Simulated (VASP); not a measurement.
Input for VASP

KPOINTS:
```
Automatic mesh
0
gamma
12 12 12
0 0 0
```

INCAR:
```
ISIF = 3
LASPH = .True.
ISMEAR = 0
PREC = Accurate
EDIFF = 1E-6
NSW = 40
SIGMA = 0.05   # width (eV)
LWAVE = .False.
ALGO = Normal   # blocked Davidson
GGA = PE   # PBE
PSTRESS = 100   # kbar
IBRION = 2   # conjugate gradients
LCHARG = .False.
ENCUT = 620
LREAL = .False.   # projection in real space or not
EDIFFG = -0.02   # ionic stop
NELM = 100
SYSTEM = BN
```

### POSCAR
```
BN
1
    0.0000000000     1.8043509624     1.8043509624
    1.8043509624     0.0000000000     1.8043509624
    1.8043509624     1.8043509624     0.0000000000
B N
1 1
Direct
  0.0000000000   0.0000000000   0.0000000000
  0.2500000000   0.2500000000   0.2500000000
```

POTCAR, in this order: B N (PBE.64 set). Program: vasp_std.

Q: Translate this PBE calculation to Ansatz.

A: One equivalent input (not run):
Ansatz 0.2 input:
```yaml
crystal:
  lattice:
    - [0.0000000, 1.8043510, 1.8043510]
    - [1.8043510, 0.0000000, 1.8043510]
    - [1.8043510, 1.8043510, 0.0000000]
  atoms:
    - { symbol: B, position: [0.0000000, 0.0000000, 0.0000000] }
    - { symbol: N, position: [0.2500000, 0.2500000, 0.2500000] }
kpoints:
  mp_grid: { grid: [12, 12, 12] }
hamiltonian:
  xc: pbe
  pseudopotentials: { kind: paw }
scf:
  occupations: { method: gaussian, width: 0.05 }
  max_iter: 100
relax:
  max_steps: 40
  f_tol: 0.02
  cell: { p_target: 10 }
output: { forces: true, stress: true, eigenvalues: true }
```
What does not carry over: each code has its own PAW files, so the cut-off isn't converted (ENCUT is set for VASP's; basis.ecutwfc is left out, and Ansatz then takes the one that its files recommend); Ansatz stops its SCF on the density residual and VASP on the energy change (EDIFF).

The compound is BN in the zinc blende structure. This run relaxes it under an external pressure of 10 GPa. Symmetry was kept, so distortions that lower it aren't found.
